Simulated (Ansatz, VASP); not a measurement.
# B18AsN17 (a cell with a defect): VASP beside Ansatz

File POSCAR:

```
B18AsN17
1.0
    7.4947200001      0.0000000000      0.0000000000
   -3.7473600000      6.4906179143      0.0000000000
    0.0000000000      0.0000000000      6.6357000000
B As N
18 1 17
Direct
    0.1111111111      0.2222222222      0.2500000000
    0.1112517447      0.5554360552      0.2500000000
    0.1112517447      0.8891490228      0.2500000000
    0.4441843105      0.2220815886      0.2500000000
    0.4441843105      0.5554360552      0.2500000000
    0.4444444444      0.8888888889      0.2500000000
    0.7778972781      0.2220815886      0.2500000000
    0.7777777778      0.5555555556      0.2500000000
    0.7778972781      0.8891490228      0.2500000000
    0.2439331787      0.0894001547      0.7500000000
    0.2439331787      0.4878663573      0.7500000000
    0.2230496454      0.7781914894      0.7500000000
    0.5551418440      0.1102836880      0.7500000000
    0.5578878891      0.4456106112      0.7500000000
    0.5551418440      0.7781914894      0.7500000000
    0.8454669760      0.0894001547      0.7500000000
    0.8877227221      0.4456106112      0.7500000000
    0.8877227221      0.7754454443      0.7500000000
    0.1111111111      0.2222222222      0.7500000000
    0.1094783460      0.5651490899      0.7500000000
    0.1094783460      0.8776625895      0.7500000000
    0.4556707438      0.2238549873      0.7500000000
    0.4556707438      0.5651490899      0.7500000000
    0.4444444444      0.8888888889      0.7500000000
    0.7681842435      0.2238549873      0.7500000000
    0.7777777778      0.5555555556      0.7500000000
    0.7681842435      0.8776625895      0.7500000000
    0.2223944204      0.1109389129      0.2500000000
    0.2223944204      0.4447888408      0.2500000000
    0.2222423954      0.7777878644      0.2500000000
    0.5555454690      0.1110909379      0.2500000000
    0.5555528200      0.4444430767      0.2500000000
    0.5555454690      0.7777878644      0.2500000000
    0.8885444925      0.1109389129      0.2500000000
    0.8888902567      0.4444430767      0.2500000000
    0.8888902567      0.7777805133      0.2500000000
```

The input INCAR.step1:

```
SYSTEM = B18AsN17
PREC = Accurate ; ENCUT = 520
ISMEAR = -1 ; SIGMA = 0.01
LREAL = Auto ; LASPH = .TRUE.
NELM = 100 ; NBANDS = 96
GGA = PE ; ALGO = Normal
EDIFF = 1E-4 ; LWAVE = .TRUE.
LCHARG = .FALSE.
```

File INCAR.step2:

```
SYSTEM = B18AsN17
PREC = Accurate ; ENCUT = 520
EDIFF = 1E-8 ; ISMEAR = -1
SIGMA = 0.01 ; LREAL = Auto
LASPH = .TRUE. ; NELM = 100
ALGO = Normal ; ISIF = 2
LWAVE = .FALSE. ; LCHARG = .FALSE.
METAGGA = R2SCAN ; LMIXTAU = .TRUE.
LEFG = .TRUE. ; NBANDS = 96
ISTART = 1
```

Contents of KPOINTS:

```
regular mesh
0
G
  3 3 3
  0 0 0
```

Input for Ansatz:

```yaml
crystal:
  lattice:
    - [7.4947200001, 0.0, 0.0]
    - [-3.74736, 6.4906179143, 0.0]
    - [0.0, 0.0, 6.6357]
  atoms:
    - { symbol: B, position: [0.1111111111, 0.2222222222, 0.25] }
    - { symbol: B, position: [0.1112517447, 0.5554360552, 0.25] }
    - { symbol: B, position: [0.1112517447, 0.8891490228, 0.25] }
    - { symbol: B, position: [0.4441843105, 0.2220815886, 0.25] }
    - { symbol: B, position: [0.4441843105, 0.5554360552, 0.25] }
    - { symbol: B, position: [0.4444444444, 0.8888888889, 0.25] }
    - { symbol: B, position: [0.7778972781, 0.2220815886, 0.25] }
    - { symbol: B, position: [0.7777777778, 0.5555555556, 0.25] }
    - { symbol: B, position: [0.7778972781, 0.8891490228, 0.25] }
    - { symbol: B, position: [0.2439331787, 0.0894001547, 0.75] }
    - { symbol: B, position: [0.2439331787, 0.4878663573, 0.75] }
    - { symbol: B, position: [0.2230496454, 0.7781914894, 0.75] }
    - { symbol: B, position: [0.555141844, 0.110283688, 0.75] }
    - { symbol: B, position: [0.5578878891, 0.4456106112, 0.75] }
    - { symbol: B, position: [0.555141844, 0.7781914894, 0.75] }
    - { symbol: B, position: [0.845466976, 0.0894001547, 0.75] }
    - { symbol: B, position: [0.8877227221, 0.4456106112, 0.75] }
    - { symbol: B, position: [0.8877227221, 0.7754454443, 0.75] }
    - { symbol: As, position: [0.1111111111, 0.2222222222, 0.75] }
    - { symbol: "N", position: [0.109478346, 0.5651490899, 0.75] }
    - { symbol: "N", position: [0.109478346, 0.8776625895, 0.75] }
    - { symbol: "N", position: [0.4556707438, 0.2238549873, 0.75] }
    - { symbol: "N", position: [0.4556707438, 0.5651490899, 0.75] }
    - { symbol: "N", position: [0.4444444444, 0.8888888889, 0.75] }
    - { symbol: "N", position: [0.7681842435, 0.2238549873, 0.75] }
    - { symbol: "N", position: [0.7777777778, 0.5555555556, 0.75] }
    - { symbol: "N", position: [0.7681842435, 0.8776625895, 0.75] }
    - { symbol: "N", position: [0.2223944204, 0.1109389129, 0.25] }
    - { symbol: "N", position: [0.2223944204, 0.4447888408, 0.25] }
    - { symbol: "N", position: [0.2222423954, 0.7777878644, 0.25] }
    - { symbol: "N", position: [0.555545469, 0.1110909379, 0.25] }
    - { symbol: "N", position: [0.55555282, 0.4444430767, 0.25] }
    - { symbol: "N", position: [0.555545469, 0.7777878644, 0.25] }
    - { symbol: "N", position: [0.8885444925, 0.1109389129, 0.25] }
    - { symbol: "N", position: [0.8888902567, 0.4444430767, 0.25] }
    - { symbol: "N", position: [0.8888902567, 0.7777805133, 0.25] }
kpoints:
  mp_grid: { grid: [3, 3, 3] }
scf:
  occupations: { method: fermi_dirac, width: 0.01 }
hamiltonian:
  xc: r2scan
  pseudopotentials: { kind: paw }
output:
  forces: true
  stress: true
  populations: true
  efg:
    quadrupole_moments_barn: { B: 0.04059, As: 0.311, "N": 0.02044 }
    contact_densities: true
```

Alike in both runs: task electric field gradients; functional r2SCAN; k mesh 3 × 3 × 3; occupations fermi-dirac, width 0.01 eV; no spin polarisation.

|  | VASP | Ansatz |
| --- | --- | --- |
| version | VASP 6.6.1 | Ansatz 0.2.0 |
| potentials or method | VASP PAW PBE potentials, release 64 (B, As, N) | plane-wave PAW, scalar-relativistic |
| plane-wave cutoff (eV) | 520 | 500 |
| valence electrons in the cell | 144 | 154 |

|  | VASP | Ansatz | Ansatz less VASP |
| --- | --- | --- | --- |
| gap on the k mesh at the Fermi level (eV) | 3.26 | 3.24 | -0.021 |
| pressure (GPa) | 17.7 | 17.1 | -0.61 |
| largest component of the traceless stress (GPa) | 16.08 | 15.19 | -0.889 |
| rms of the force components (eV/Å) | 0.041 | 0.052 | +0.0108 |
| Vzz of the field gradient on the site that differs most (V/Å²) | 212.6 | 184.7 | -27.82 |

Atom by atom the forces differ by 0.037 eV/Å (rms over components). The two sets of potentials don't hold the same shells in valence.

Caveats: so large a pressure means that the cell lies far from this level's equilibrium, or that cutoff or potentials fall short (VASP); the potentials were made for another functional, which shifts forces and pressure (VASP). r2SCAN opens gaps a little over a GGA but as a rule still falls short of measured ones.
